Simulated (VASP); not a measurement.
An input for Quantum ESPRESSO's pw.x (written as the equivalent of a VASP run, and not itself run):

```
&CONTROL
  calculation = 'scf'
  pseudo_dir = './pseudo'
  outdir = './out'
  tprnfor = .true.
  tstress = .true.
/
&SYSTEM
  ibrav = 0
  nat = 5
  ntyp = 3
  ecutwfc = 84
  occupations = 'tetrahedra'
  input_dft = 'vdw-df-ob86'
/
&ELECTRONS
  conv_thr = 7.3e-09
  electron_maxstep = 100
/
ATOMIC_SPECIES
  Sr 87.620 Sr.upf
  V 50.941 V.upf
  O 15.999 O.upf
CELL_PARAMETERS angstrom
     3.8353980   -0.0000000   -0.0000000
    -0.0000000    3.8353980   -0.0000000
     0.0000000   -0.0000000    3.8353980
ATOMIC_POSITIONS crystal
  Sr   0.0000000  0.0000000  0.0000000
  V    0.5000000  0.5000000  0.5000000
  O    0.5000000  0.0000000  0.5000000
  O    0.0000000  0.5000000  0.5000000
  O    0.5000000  0.5000000  0.0000000
K_POINTS automatic
  9 9 9 0 0 0
```

**Question.** Translate this input to VASP (INCAR, KPOINTS, POSCAR, choice of POTCAR).

**Answer.** This is not unique; one that fits is 
INCAR:
```
SYSTEM = SrVO3
PREC = Accurate; ENCUT = 520; LREAL = F
LASPH = T
EDIFF = 1E-7; NELM = 100; ALGO = Normal
LMAXMIX = 4
ISMEAR = -5
GGA = MK; LUSE_VDW = T; AGGAC = 0.0
PARAM1 = 0.1234; PARAM2 = 1.0
ISIF = 2
LWAVE = F; LCHARG = T; LORBIT = 11
NEDOS = 601
LEFG = T
```

POSCAR:
```
SrVO3
1
    3.8353980226    -0.0000000000    -0.0000000000
   -0.0000000000     3.8353980226    -0.0000000000
    0.0000000000    -0.0000000000     3.8353980226
Sr V O
1 1 3
Direct
  0.0000000000   0.0000000000   0.0000000000
  0.5000000000   0.5000000000   0.5000000000
  0.5000000000   0.0000000000   0.5000000000
  0.0000000000   0.5000000000   0.5000000000
  0.5000000000   0.5000000000   0.0000000000
```

### KPOINTS
```
Automatic mesh
0
G
9 9 9
```

POTCAR, in this order: Sr_sv V_sv O (PBE.64 set). Program: vasp_std.

The two are equivalent in intent, not identical: the potentials are each code's own (VASP's PAW set, PseudoDojo norm-conserving files in pw.x), so ENCUT and ecutwfc are chosen apart and not converted; conv_thr bounds pw.x's estimated SCF error, while EDIFF bounds the energy change between steps; the field gradients of LEFG aren't asked of the other code.

The compound is SrVO3 in the cubic perovskite structure. It was relaxed first.
